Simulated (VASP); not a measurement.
Data:

```xyz
8
Lattice="4.6370 0.0000 0.0000 0.0000 6.5578 0.0000 0.0000 0.0000 24.1781" Properties=species:S:1:pos:R:3 pbc="T T T"
K      0.0000     0.0000     8.6113
K      2.3185     3.2789    10.9298
K      0.0000     0.0000    13.2483
K      2.3185     3.2789    15.5668
Br     2.3185     0.0000    10.9298
Br     0.0000     3.2789     8.6113
Br     2.3185     0.0000    15.5668
Br     0.0000     3.2789    13.2483
```

Method: PBEsol GGA, VASP's PBE PAW potentials (set 64) (plane waves; VASP 6.6.1). Settings: PREC = Normal, EDIFF = 1E-5, 400 eV cut-off, 5×3×1 Γ-centred mesh, Gaussian smearing of 0.050 eV, potentials K_sv Br.

Question: The ions are relaxed. Give the cell that the relaxation ends in.

Answer: 
```xyz
8
Lattice="4.6370 0.0000 0.0000 0.0000 6.5578 0.0000 0.0000 0.0000 24.1781" Properties=species:S:1:pos:R:3 pbc="T T T"
K      0.0000     0.0000     8.7598
K      2.3185     3.2789    10.8344
K      0.0000     0.0000    13.3437
K      2.3185     3.2789    15.4183
Br     2.3185     0.0000    10.9300
Br     0.0000     3.2789     8.6365
Br     2.3185     0.0000    15.5416
Br     0.0000     3.2789    13.2481
```

Question: How much energy does the relaxation gain?

Answer: The energy (σ→0) changes by -5.6 meV/atom, in 10 ionic steps.

The cell is a thin slab with vacuum, built from KBr (rock salt): (110) face.
